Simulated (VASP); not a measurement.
Crystal: WS2 (Tungstenite).

```xyz
6
Lattice="3.1800 0.0000 0.0000 -1.5900 2.7540 0.0000 0.0000 0.0000 12.5000" Properties=species:S:1:pos:R:3 pbc="T T T"
W     0.0000    1.8360    3.1250
W     1.5900    0.9180    9.3750
S     0.0000    1.8360    7.8125
S     1.5900    0.9180    1.5625
S     0.0000    1.8360   10.9375
S     1.5900    0.9180    4.6875
```

- Program: VASP 6.6.1
- Task: relaxation of cell and atoms
- Functional: PBE
- Dispersion: D3(BJ)
- Potentials or basis: VASP PAW PBE potentials, release 64 (W_sv, S)
- Cutoff: 600 eV
- k mesh: 12 × 12 × 3
- Occupations: gaussian, width 0.03 eV
- Spin: no spin polarisation

At the start: pressure -1.5 GPa; volume 18.24 Å³/atom.

Question: How do energy, volume and symmetry change on relaxing?

Answer: Over 12 steps the energy falls by 5.5 meV/atom and the volume is 17.45 Å³/atom (-4.4 %); space group P6_3/mmc (No. 194, to 0.05 Å).

Step by step:
```csv
step,energy change (eV),largest force (eV/Å),pressure (GPa),volume (Å³)
1,0.0000,0.1376,-1.52,109.47
2,-0.0075,0.3287,1.82,106.74
3,-0.0119,0.2556,0.51,107.76
4,-0.0146,0.0716,-0.68,107.53
5,-0.0164,0.0531,-0.22,107.62
6,-0.0201,0.0478,-0.21,107.24
7,-0.0288,0.0341,-0.15,106.08
8,-0.0309,0.0028,0.17,103.77
9,-0.0329,0.0242,0.02,104.82
10,-0.0329,0.0218,0.03,104.68
11,-0.0325,0.0731,-0.38,104.65
12,-0.0330,0.0017,-0.07,104.67
```

Final structure:
```
CELL_PARAMETERS angstrom
3.15510 0.00000 0.00000
-1.57755 2.73239 0.00000
0.00000 0.00000 12.14137
ATOMIC_POSITIONS crystal
W 0.33333 0.66667 0.25000
W 0.66667 0.33333 0.75000
S 0.33333 0.66667 0.62032
S 0.66667 0.33333 0.12032
S 0.33333 0.66667 0.87968
S 0.66667 0.33333 0.37968
```
